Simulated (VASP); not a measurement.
Input:

```
CELL_PARAMETERS angstrom
      2.69590     0.00000     0.00000
      0.00000     2.69590     0.00000
      0.00000     0.00000     2.69590
ATOMIC_POSITIONS crystal
  B  0.00000 0.00000 0.00000
  P  0.50000 0.50000 0.50000
```

Calculation: PBEsol GGA, VASP's PBE PAW potentials (set 64) (plane waves; VASP 6.6.1). Numerical set-up: 520 eV cut-off, Gaussian smearing of 0.050 eV, potentials B P.

Q: Give the energies of bands 1 to 7 at the high-symmetry points, in eV from the Fermi level.

A: 
```
band       Γ       X      M      R
----  ------  ------  -----  -----
1     -17.43  -13.67  -9.37  -5.49
2      -1.12  -11.66  -8.30  -3.88
3      -1.12    2.90  -8.30  -3.88
4      -1.12    2.90  -6.13  -3.88
5       2.48    3.50   5.21  -3.24
6       4.27    3.50   5.68  -3.24
7       4.27    5.27   8.53  -3.24
```

It has no gap at this level: it comes out as a metal or semimetal.

The structure was generated: BP was put into the CsCl type type (Pm-3m), which need not be its known phase. It was relaxed first, which changed the volume by +28 %. VASP warned that the highest band is occupied, so more bands are needed.
